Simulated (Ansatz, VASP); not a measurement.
Given: the input of a run of VASP 6.6.1 on BaH4. The cell comes from a database or a generator and needn't be the stable form of this composition.

INCAR

```
PREC = Accurate ; ENCUT = 600
EDIFF = 1E-6 ; ISMEAR = -1
SIGMA = 0.05 ; LREAL = False
LASPH = True ; NELM = 80
ALGO = Normal ; ISIF = 3
LWAVE = False ; LCHARG = False
GGA = PE ; IBRION = 2
NSW = 60 ; EDIFFG = -0.01
```

File KPOINTS:

```
Automatic mesh
0
Gamma
  5 5 5
```

File POSCAR:

```
BaH4
1.0
    2.2908200000      1.3226000000      3.5362500000
   -2.2908200000      1.3226000000      3.5362500000
    0.0000000000     -2.6452100000      3.5362500000
Ba H
1 4
Direct
    0.0000000000      0.0000000000      0.0000000000
    0.7408700000      0.7408700000      0.7408700000
    0.2591300000      0.2591300000      0.2591300000
    0.4636900000      0.4636900000      0.4636900000
    0.5363100000      0.5363100000      0.5363100000
```

Potentials or basis: VASP PAW PBE potentials, release 64 (Ba_sv, H).

Run with:

```sh
$ cat potpaw_PBE.64/Ba_sv/POTCAR potpaw_PBE.64/H/POTCAR > POTCAR
$ mpirun -np 1 vasp_std > vasp.out
```

Task: Set up the same calculation for Ansatz 0.2.0. Potentials or basis there: Ansatz PAW, cutoff 420 eV.

Result: As run (cutoffs and basis follow the program's own potentials, and thresholds, step limits or extra output files can differ):

File input.yaml:

```yaml
crystal:
  lattice:
    - [2.29082, 1.3226, 3.53625]
    - [-2.29082, 1.3226, 3.53625]
    - [0.0, -2.64521, 3.53625]
  atoms:
    - { symbol: Ba, position: [0.0, 0.0, 0.0] }
    - { symbol: H, position: [0.74087, 0.74087, 0.74087] }
    - { symbol: H, position: [0.25913, 0.25913, 0.25913] }
    - { symbol: H, position: [0.46369, 0.46369, 0.46369] }
    - { symbol: H, position: [0.53631, 0.53631, 0.53631] }
hamiltonian:
  xc: pbe
  pseudopotentials: { kind: paw }
kpoints:
  mp_grid: { grid: [5, 5, 5] }
scf:
  occupations: { method: fermi_dirac, width: 0.05 }
output:
  forces: true
  stress: true
  eigenvalues: true
relax:
  f_tol: 0.01
  max_steps: 40
  cell: { stress_tol: 0.05 }
```

Potentials or basis: Ansatz PAW.

The run is started by

```bash
$ ansatz run input.yaml --threads 2 --pin off --max-ram 5632MiB --backend cpu --events-out ev --progress --plain --runs-dir out
```

Both were run:

|  | VASP | Ansatz |
| --- | --- | --- |
| Relaxed volume | 13.06 Å³/atom | 12.86 Å³/atom |
| Relaxed cell | a = 4.439 Å, b = 4.439 Å, c = 4.439 Å, α = 62.52°, β = 62.52°, γ = 62.52° | a = 4.416 Å, b = 4.416 Å, c = 4.416 Å, α = 62.50°, β = 62.50°, γ = 62.50° |
| Space group after relaxing | R-3m (No. 166) | R-3m (No. 166) |
| Pressure after relaxing | 0.0 GPa | 0.0 GPa |

Ansatz's pressure holds a Pulay term of +0.13 GPa for its cutoff of 420 eV, which the other run lacks.

Where Ansatz's input types no cutoff or centring, it takes its own default and a Γ-centred mesh.

Pressure is positive in compression.
